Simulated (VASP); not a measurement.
Al₃InAs₄ (ordered alloy cell): computed properties

The numbers are results of PBEsol GGA, VASP's PBE PAW potentials (set 64) (plane waves; VASP), not measurements.

| Item | Result |
|---|---|
| space group | R3m (160) |
| cell | a = b = 4.0897 Å, c = 40.0540 Å, α = β = 90.00°, γ = 120.00° |
| volume per atom | 24.17 Å^3/atom |
| band gap (over mesh and band path) | 0.92 eV |
| smallest direct gap (over mesh and band path) | 0.92 eV |
| band-edge character | direct, Γ to Γ |
| density | 4.25 g/cm³ |

```cif
data_Al3As4In
_chemical_formula_sum 'In1 As4 Al3'
_space_group_name_H-M_alt 'P 1'
_space_group_IT_number 1
_cell_length_a 4.08969
_cell_length_b 4.08969
_cell_length_c 16.35425
_cell_angle_alpha 59.991
_cell_angle_beta 59.991
_cell_angle_gamma 60.000
loop_
_space_group_symop_operation_xyz
  'x, y, z'
loop_
_atom_site_label
_atom_site_type_symbol
_atom_site_fract_x
_atom_site_fract_y
_atom_site_fract_z
_atom_site_occupancy
In1 In 0.00214 0.00214 0.99840 1
As1 As 0.23439 0.23439 0.07421 1
As2 As 0.24587 0.24587 0.31560 1
As3 As 0.25457 0.25457 0.55907 1
As4 As 0.26467 0.26467 0.80150 1
Al1 Al 0.99025 0.99025 0.25732 1
Al2 Al 0.99974 0.99974 0.50020 1
Al3 Al 0.00838 0.00838 0.74371 1
```

Unless said otherwise, spin-orbit coupling is left out, though it shifts the bands of the heavy elements here.

The structure was generated: Al3InAs4 was put into an ordered model structure (R3m), which need not be its known phase. It was relaxed first. Symmetry was kept, so distortions that lower it aren't found.
